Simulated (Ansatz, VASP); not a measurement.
**Y11Al5Si14O52 (amorphous 64SiO2-25Y2O3-11Al2O3 (mol %)) in two plane-wave programs**

Aim: how closely do two programs agree when they are given the same cell, functional and k mesh? The cell is taken from a series of runs on this material, whose earlier steps may have relaxed, scaled, displaced or heated it; both programs get it as it stands.

Method: plane waves, with VASP 6.6.1 beside it; single point at LDA, in Ansatz 0.2.0.

## (1) Set-up

The cell holds 164 atoms: 28 Si, 22 Y, 10 Al and 104 O. Its edges and angles: a = 13.147 Å, b = 13.147 Å, c = 13.147 Å, α = 90.0°, β = 90.0°, γ = 90.0°. As first built, before any earlier steps moved the atoms (in the runner's words): 164 atoms (28 Si, 22 Er, 10 Al, 104 O) placed at random at 4.5 g/cm^3, melted at 5000 K for 10 ps at fixed volume with the Morse and Coulomb pair potential with partial charges (Pedone, Malavasi, Menziani, Cormack and Segre, J. Phys. Chem. B 110, 11780 (2006)). Quenched from 5000 K to 300 K at 1000 K/ps and fixed volume, held 10 ps at zero pressure, then minimised at fixed cell. Then Er was replaced by Y and the cell scaled by 1.01 (the potential has no terms for the new elements, so the cell is a start for a DFT relaxation).

## (2) Ansatz: single point, LDA

Ansatz runs on its default PAW (the set named soft_2) files.

With cell and atoms fixed, the geometry can't cause a difference; cores, projectors, grids and the points listed under the comparison can.

The input, input.yaml:

```yaml
crystal:
  lattice:
    - [13.14731, 0.0, 0.0]
    - [0.0, 13.14731, 0.0]
    - [0.0, 0.0, 13.14731]
  atoms:
    - { symbol: Si, position: [0.63427, 0.84123, 0.8284] }
    - { symbol: Si, position: [0.5122, 0.49751, 0.12167] }
    - { symbol: Si, position: [0.74984, 0.04089, 0.17451] }
    - { symbol: Si, position: [0.09777, 0.00116, 0.98084] }
    - { symbol: Si, position: [0.72636, 0.72789, 0.21095] }
    - { symbol: Si, position: [0.22921, 0.50368, 0.54949] }
    - { symbol: Si, position: [0.79137, 0.93829, 0.96056] }
    - { symbol: Si, position: [0.30674, 0.69947, 0.03074] }
    - { symbol: Si, position: [0.80519, 0.60814, 0.5441] }
    - { symbol: Si, position: [0.77907, 0.43524, 0.71765] }
    - { symbol: Si, position: [0.71871, 0.20192, 0.42082] }
    - { symbol: Si, position: [0.92336, 0.94568, 0.54538] }
    - { symbol: Si, position: [0.35391, 0.21623, 0.70352] }
    - { symbol: Si, position: [0.84208, 0.7941, 0.70277] }
    - { symbol: Si, position: [0.95749, 0.80571, 0.19029] }
    - { symbol: Si, position: [0.32355, 0.25092, 0.98673] }
    - { symbol: Si, position: [0.89828, 0.30753, 0.30702] }
    - { symbol: Si, position: [0.11637, 0.80997, 0.54821] }
    - { symbol: Si, position: [0.36034, 0.16236, 0.461] }
    - { symbol: Si, position: [0.29763, 0.61115, 0.25735] }
    - { symbol: Si, position: [0.22682, 0.98508, 0.18748] }
    - { symbol: Si, position: [0.55801, 0.03647, 0.50601] }
    - { symbol: Si, position: [0.49472, 0.07961, 0.94672] }
    - { symbol: Si, position: [0.42152, 0.77678, 0.38826] }
    - { symbol: Si, position: [0.82818, 0.13982, 0.84686] }
    - { symbol: Si, position: [0.65539, 0.23579, 0.98635] }
    - { symbol: Si, position: [0.33903, 0.84267, 0.59647] }
    - { symbol: Si, position: [0.02746, 0.66556, 0.71755] }
    - { symbol: "Y", position: [0.00122, 0.43442, 0.57215] }
    - { symbol: "Y", position: [0.14409, 0.24401, 0.13596] }
    - { symbol: "Y", position: [0.23181, 0.98259, 0.74583] }
    - { symbol: "Y", position: [0.11036, 0.19775, 0.81765] }
    - { symbol: "Y", position: [0.97136, 0.07774, 0.19817] }
    - { symbol: "Y", position: [0.59499, 0.60937, 0.3476] }
    - { symbol: "Y", position: [0.61455, 0.2308, 0.66979] }
    - { symbol: "Y", position: [0.49041, 0.92534, 0.16081] }
    - { symbol: "Y", position: [0.01866, 0.73706, 0.93893] }
    - { symbol: "Y", position: [0.3593, 0.33921, 0.25] }
    - { symbol: "Y", position: [0.10166, 0.58337, 0.1018] }
    - { symbol: "Y", position: [0.11689, 0.43178, 0.3013] }
    - { symbol: "Y", position: [0.29054, 0.66137, 0.76961] }
    - { symbol: "Y", position: [0.02404, 0.62497, 0.37734] }
    - { symbol: "Y", position: [0.88326, 0.2043, 0.63312] }
    - { symbol: "Y", position: [0.64031, 0.55923, 0.88334] }
    - { symbol: "Y", position: [0.94503, 0.43559, 0.88125] }
    - { symbol: "Y", position: [0.10175, 0.13069, 0.51339] }
    - { symbol: "Y", position: [0.85311, 0.52352, 0.11879] }
    - { symbol: "Y", position: [0.70703, 0.92139, 0.37372] }
    - { symbol: "Y", position: [0.59622, 0.49071, 0.57984] }
    - { symbol: "Y", position: [0.56137, 0.7657, 0.60941] }
    - { symbol: Al, position: [0.47885, 0.00933, 0.72274] }
    - { symbol: Al, position: [0.1973, 0.40173, 0.76365] }
    - { symbol: Al, position: [0.64477, 0.3281, 0.22126] }
    - { symbol: Al, position: [0.82465, 0.27988, 0.10627] }
    - { symbol: Al, position: [0.43914, 0.37758, 0.47192] }
    - { symbol: Al, position: [0.37347, 0.49596, 0.92282] }
    - { symbol: Al, position: [0.48836, 0.35109, 0.84587] }
    - { symbol: Al, position: [0.15272, 0.78031, 0.31109] }
    - { symbol: Al, position: [0.72613, 0.73618, 0.99506] }
    - { symbol: Al, position: [0.326, 0.9166, 0.98426] }
    - { symbol: O, position: [0.9866, 0.53959, 0.23114] }
    - { symbol: O, position: [0.20227, 0.8792, 0.24671] }
    - { symbol: O, position: [0.45128, 0.97612, 0.99578] }
    - { symbol: O, position: [0.99371, 0.55301, 0.70084] }
    - { symbol: O, position: [0.55459, 0.07616, 0.62258] }
    - { symbol: O, position: [0.48966, 0.48263, 0.84608] }
    - { symbol: O, position: [0.21367, 0.85053, 0.61821] }
    - { symbol: O, position: [0.55136, 0.8779, 0.74968] }
    - { symbol: O, position: [0.83803, 0.77831, 0.2038] }
    - { symbol: O, position: [0.97181, 0.251, 0.22122] }
    - { symbol: O, position: [0.27417, 0.49372, 0.82122] }
    - { symbol: O, position: [0.93146, 0.06671, 0.54587] }
    - { symbol: O, position: [0.25815, 0.27951, 0.74573] }
    - { symbol: O, position: [0.80261, 0.15384, 0.14948] }
    - { symbol: O, position: [0.84104, 0.90186, 0.47104] }
    - { symbol: O, position: [0.91078, 0.58286, 0.48932] }
    - { symbol: O, position: [0.65274, 0.26051, 0.33344] }
    - { symbol: O, position: [0.2986, 0.49463, 0.28365] }
    - { symbol: O, position: [0.66744, 0.38804, 0.71081] }
    - { symbol: O, position: [0.75677, 0.15685, 0.74641] }
    - { symbol: O, position: [0.92868, 0.73194, 0.76974] }
    - { symbol: O, position: [0.15166, 0.04518, 0.88051] }
    - { symbol: O, position: [0.50856, 0.58662, 0.20408] }
    - { symbol: O, position: [0.1481, 0.76127, 0.44293] }
    - { symbol: O, position: [0.3982, 0.1567, 0.9573] }
    - { symbol: O, position: [0.24593, 0.60905, 0.60512] }
    - { symbol: O, position: [0.35434, 0.20568, 0.58095] }
    - { symbol: O, position: [0.03489, 0.09266, 0.03635] }
    - { symbol: O, position: [0.20431, 0.23535, 0.96661] }
    - { symbol: O, position: [0.0851, 0.36759, 0.82268] }
    - { symbol: O, position: [0.73549, 0.24023, 0.5363] }
    - { symbol: O, position: [0.53062, 0.06581, 0.83278] }
    - { symbol: O, position: [0.67513, 0.76792, 0.31237] }
    - { symbol: O, position: [0.6725, 0.91822, 0.9161] }
    - { symbol: O, position: [0.30229, 0.63779, 0.13852] }
    - { symbol: O, position: [0.16924, 0.64485, 0.27137] }
    - { symbol: O, position: [0.96281, 0.38114, 0.37477] }
    - { symbol: O, position: [0.19808, 0.29, 0.2938] }
    - { symbol: O, position: [0.73689, 0.60588, 0.22464] }
    - { symbol: O, position: [0.63112, 0.73399, 0.89393] }
    - { symbol: O, position: [0.78519, 0.50947, 0.6197] }
    - { symbol: O, position: [0.39141, 0.75335, 0.65939] }
    - { symbol: O, position: [0.30295, 0.88244, 0.86115] }
    - { symbol: O, position: [0.18653, 0.7039, 0.0053] }
    - { symbol: O, position: [0.83502, 0.22132, 0.37126] }
    - { symbol: O, position: [0.77972, 0.98058, 0.07306] }
    - { symbol: O, position: [0.34865, 0.69278, 0.33091] }
    - { symbol: O, position: [0.3863, 0.94491, 0.64113] }
    - { symbol: O, position: [0.51977, 0.47571, 0.42274] }
    - { symbol: O, position: [0.58622, 0.91743, 0.50747] }
    - { symbol: O, position: [0.1361, 0.51154, 0.45857] }
    - { symbol: O, position: [0.13769, 0.42011, 0.13055] }
    - { symbol: O, position: [0.25342, 0.11023, 0.446] }
    - { symbol: O, position: [0.9987, 0.56557, 0.96892] }
    - { symbol: O, position: [0.0003, 0.72536, 0.11018] }
    - { symbol: O, position: [0.73624, 0.82216, 0.75473] }
    - { symbol: O, position: [0.768, 0.20509, 0.93865] }
    - { symbol: O, position: [0.01958, 0.26916, 0.55761] }
    - { symbol: O, position: [0.82674, 0.82157, 0.96305] }
    - { symbol: O, position: [0.89428, 0.8953, 0.65678] }
    - { symbol: O, position: [0.60166, 0.50397, 0.04188] }
    - { symbol: O, position: [0.1344, 0.09686, 0.6723] }
    - { symbol: O, position: [0.60496, 0.6217, 0.68562] }
    - { symbol: O, position: [0.04021, 0.90264, 0.94691] }
    - { symbol: O, position: [0.35732, 0.83431, 0.47745] }
    - { symbol: O, position: [0.35497, 0.10221, 0.74789] }
    - { symbol: O, position: [0.78813, 0.48757, 0.82505] }
    - { symbol: O, position: [0.46943, 0.8478, 0.30611] }
    - { symbol: O, position: [0.52962, 0.39063, 0.19701] }
    - { symbol: O, position: [0.81431, 0.71214, 0.61054] }
    - { symbol: O, position: [0.68004, 0.29189, 0.09415] }
    - { symbol: O, position: [0.4107, 0.48252, 0.0559] }
    - { symbol: O, position: [0.04263, 0.90722, 0.52366] }
    - { symbol: O, position: [0.705, 0.59993, 0.47656] }
    - { symbol: O, position: [0.16946, 0.43508, 0.63515] }
    - { symbol: O, position: [0.80863, 0.35933, 0.22944] }
    - { symbol: O, position: [0.14751, 0.07523, 0.21143] }
    - { symbol: O, position: [0.45772, 0.08243, 0.45488] }
    - { symbol: O, position: [0.45826, 0.27177, 0.74492] }
    - { symbol: O, position: [0.39693, 0.26804, 0.39965] }
    - { symbol: O, position: [0.53055, 0.3337, 0.55629] }
    - { symbol: O, position: [0.66784, 0.76719, 0.11034] }
    - { symbol: O, position: [0.59115, 0.29925, 0.90838] }
    - { symbol: O, position: [0.77728, 0.62069, 0.00311] }
    - { symbol: O, position: [0.3308, 0.44463, 0.517] }
    - { symbol: O, position: [0.32631, 0.26245, 0.10806] }
    - { symbol: O, position: [0.66127, 0.08798, 0.44145] }
    - { symbol: O, position: [0.87986, 0.37102, 0.0329] }
    - { symbol: O, position: [0.01458, 0.77599, 0.29852] }
    - { symbol: O, position: [0.63779, 0.00866, 0.2099] }
    - { symbol: O, position: [0.35606, 0.80814, 0.056] }
    - { symbol: O, position: [0.98664, 0.9173, 0.1648] }
    - { symbol: O, position: [0.37376, 0.34358, 0.92259] }
    - { symbol: O, position: [0.11997, 0.6876, 0.79082] }
    - { symbol: O, position: [0.87261, 0.3604, 0.70257] }
    - { symbol: O, position: [0.04926, 0.72882, 0.61204] }
    - { symbol: O, position: [0.35753, 0.64034, 0.93482] }
    - { symbol: O, position: [0.59003, 0.13296, 0.0091] }
    - { symbol: O, position: [0.93754, 0.17826, 0.81059] }
    - { symbol: O, position: [0.83425, 0.02421, 0.88709] }
    - { symbol: O, position: [0.34372, 0.00906, 0.18657] }
    - { symbol: O, position: [0.81895, 0.01028, 0.27156] }
    - { symbol: O, position: [0.50462, 0.71144, 0.45508] }
    - { symbol: O, position: [0.20682, 0.96696, 0.05316] }
kpoints:
  mp_grid: { grid: [1, 1, 1] }
hamiltonian:
  xc: lda
scf:
  occupations: { method: fermi_dirac, width: 0.05 }
output:
  forces: true
  stress: true
  populations: true
  dos:
    method: { smearing: { sigma: 0.15 } }
    de: 0.1
    projected: { site_lists: { Al: [Al], O: [O], Si: [Si], "Y": ["Y"] } }
  eigenvalues: true
  write_density: true
  write_potential: true
  volumetric_format: npy
```

On the command line:

```bash
$ ansatz run input.yaml --threads 8 --pin off --max-ram 15872MiB --backend cpu --events-out ev --progress --plain --runs-dir out
```

Numbers of over 12 decimals in the logs are rounded to 6 here.

Output:

```text
Engine: ansatz 0.2.0, x86_64-unknown-linux-gnu
Pseudopotentials: kind: paw
Pseudopotential: Si, paw, valence charge 4, recommended cutoff 420 eV (normal), Si.paw.azcp
Pseudopotential: Y, paw, valence charge 11, recommended cutoff 420 eV (normal), Y.paw.azcp
Pseudopotential: Al, paw, valence charge 3, recommended cutoff 420 eV (normal), Al.paw.azcp
Pseudopotential: O, paw, valence charge 6, recommended cutoff 420 eV (normal), O.paw.azcp
Functional definition: SPW92
  exchange = slater_x
  correlation = pw_c
Crystal: 164 atoms, lattice volume = 2272.536 Å³
Basis set: ecut = 420 eV, 44299 PW (Γ)
Bands: 668, of which v1, the nominal top of the filled ones, is band 504 counted from 1 (503 counted from 0)
Symmetry: 1 space group operations
Space group: P1 (ITA 1), of the structure as read, at distance tolerance 1.3e-4 Å
k-points: 1
Non-local potential: Si, projectors of the file, l = 0: 2, l = 1: 2, l = 2: 2
Non-local potential: Y, projectors of the file, l = 0: 3, l = 1: 2, l = 2: 2, l = 3: 1
Non-local potential: Al, projectors of the file, l = 0: 2, l = 1: 2, l = 2: 1
Non-local potential: O, projectors of the file, l = 0: 2, l = 1: 2, l = 2: 1
PAW form: soft (Blöchl's): semilocal exchange-correlation on the pseudo side does not see the compensation charge
PAW frozen core: Si, regenerated for the run's functional, and the local potential with it (the file was generated under x = pbe(κ = 0.804, μ = 0.219515), c = pbe(β = 0.066725))
PAW frozen core: Y, regenerated for the run's functional, and the local potential with it (the file was generated under x = pbe(κ = 0.804, μ = 0.219515), c = pbe(β = 0.066725))
PAW frozen core: Al, regenerated for the run's functional, and the local potential with it (the file was generated under x = pbe(κ = 0.804, μ = 0.219515), c = pbe(β = 0.066725))
PAW frozen core: O, regenerated for the run's functional, and the local potential with it (the file was generated under x = pbe(κ = 0.804, μ = 0.219515), c = pbe(β = 0.066725))
PAW one-centre angular grid: Si, 110 points (default); XC on 64 Gauss nodes
PAW one-centre angular grid: Y, 590 points (default); XC on 64 Gauss nodes
PAW one-centre angular grid: Al, 110 points (default); XC on 64 Gauss nodes
PAW one-centre angular grid: O, 110 points (default); XC on 64 Gauss nodes
Initial density: superposition of atomic densities (neutral atoms: chi_scale 0, normalization atom), corrected by the library's trained network
Initial wavefunctions: pseudopotential atomic-orbital guess
Functional: x = slater, c = lda
SCF iter   1: F=—  HF=-162552.963321 eV  |F-HF|=—  |Δ(HF+E_count)|=         —  Δρ=1.45e-2  dr2=4.54e0  ethr=1.77e-3  ⟨swp⟩=7.0  Hψ=3229  notcnv=0  defer=40
preconditioner: auto → Resta (q_TF=auto, 2.383 Å⁻¹)  ε∞=3.6  [insulator: Δε(μ)=2.587 eV  Ē_g=15.039 eV  σ=0.050 eV  W_gap=1.00  n_scr=484 (ndim 8)  ℏωp=24.2 eV  f_vac=0.106  D(μ)=0.00/eV (n_scr^D=0)  ε∞_Penn≈3.6]
SCF iter   2: F=—  HF=-162551.789368 eV  |F-HF|=—  |Δ(HF+E_count)|=    1.17e0  Δρ=4.82e-3  dr2=2.49e-1  ethr=4.50e-4  ⟨swp⟩=2.0  Hψ=1098  notcnv=0  defer=157
SCF iter   3: F=—  HF=-162551.731342 eV  |F-HF|=—  |Δ(HF+E_count)|=   5.80e-2  Δρ=2.01e-3  dr2=6.39e-2  ethr=2.47e-5  ⟨swp⟩=2.0  Hψ=841  notcnv=0  defer=157
SCF iter   4: F=—  HF=-162551.720924 eV  |F-HF|=—  |Δ(HF+E_count)|=   1.04e-2  Δρ=1.24e-3  dr2=3.28e-2  ethr=6.34e-6  ⟨swp⟩=2.0  Hψ=835  notcnv=0  defer=157
SCF iter   5: F=—  HF=-162551.713664 eV  |F-HF|=—  |Δ(HF+E_count)|=   7.26e-3  Δρ=2.14e-4  dr2=1.39e-3  ethr=3.26e-6  ⟨swp⟩=2.0  Hψ=831  notcnv=0  defer=157
SCF iter   6: F=—  HF=-162551.713636 eV  |F-HF|=—  |Δ(HF+E_count)|=   2.77e-5  Δρ=1.20e-4  dr2=3.62e-4  ethr=1.38e-7  ⟨swp⟩=2.0  Hψ=926  notcnv=0  defer=157
SCF iter   7: F=—  HF=-162551.713698 eV  |F-HF|=—  |Δ(HF+E_count)|=   6.24e-5  Δρ=4.79e-5  dr2=5.65e-5  ethr=3.59e-8  ⟨swp⟩=2.0  Hψ=835  notcnv=0  defer=157
SCF iter   8: F=—  HF=-162551.714319 eV  |F-HF|=—  |Δ(HF+E_count)|=   6.21e-4  Δρ=1.91e-5  dr2=9.39e-6  ethr=5.60e-9  ⟨swp⟩=2.0  Hψ=991  notcnv=0  defer=157
SCF iter   9: F=—  HF=-162551.714321 eV  |F-HF|=—  |Δ(HF+E_count)|=   2.03e-6  Δρ=8.88e-6  dr2=1.95e-6  ethr=9.31e-10  ⟨swp⟩=2.0  Hψ=844  notcnv=0  defer=157
SCF iter  10: F=—  HF=-162551.714322 eV  |F-HF|=—  |Δ(HF+E_count)|=   3.53e-7  Δρ=6.16e-6  dr2=8.37e-7  ethr=1.94e-10  ⟨swp⟩=2.0  Hψ=906  notcnv=0  defer=157
SCF iter  11: F=-162551.714322 eV  HF=-162551.714322 eV  |F-HF|=1.11e-9  |Δ(HF+E_count)|=   1.95e-8  Δρ=1.79e-6  dr2=9.40e-8  ethr=9.92e-12  ⟨swp⟩=16.0  Hψ=5747  notcnv=0
SCF 1 converged in 11 iterations: F = -162551.714322 eV  dr2 = 9.40e-8
  greatest PAW one-centre occupation: 0.993 electrons in one spin orbital (limit 2), on the Y atom at site 34 (counted from 0), in its partial waves of l = 0
SCF converged after 11 iterations
Free energy (F): -162551.714322 eV
Harris-Foulkes:  -162551.714322 eV  (|F-HF|=1.11e-9)
[...]
--- Löwdin populations: 164 sites ---
  site symbol       q [e]
     0     Si      2.3056
     1     Si      2.3916
     2     Si      2.3671
     3     Si      2.3649
     4     Si      2.3693
     5     Si      2.3631
     6     Si      2.2689
     7     Si      2.3216
     8     Si      2.3254
     9     Si      2.3658
    10     Si      2.3177
    11     Si      2.3347
    12     Si      2.3103
    13     Si      2.2776
    14     Si      2.3339
    15     Si      2.3209
    16     Si      2.3633
    17     Si      2.2854
    18     Si      2.3068
    19     Si      2.3160
    20     Si      2.3355
    21     Si      2.3272
    22     Si      2.3020
    23     Si      2.3216
[...]
156      O      6.7570
   157      O      6.7667
   158      O      6.7445
   159      O      6.7487
   160      O      6.7627
   161      O      6.7412
   162      O      6.7212
   163      O      6.7419
  spilling = 0.008995 (of n_electrons = 1008.000000)
```

Reading the cycles: dr2 is the Hartree energy of the density residual (eV), the measure of convergence; HF is the Harris–Foulkes estimate of the energy, which meets the free energy F at convergence.

(Part 1 of 2 ends here.)

[Lines on the potential files, build, host, timing and source positions are cut from VASP's logs without a mark.]

[Logs are printed without paths, hosts, clocks, repeated set-up lines and the standing remarks that a program may print on its own settings, such as how far it seeks lower states.]

[Hosts, paths, dates, database ids (printed as entryN), source tags and the programs' standing remarks are cut or masked in the printed files.]
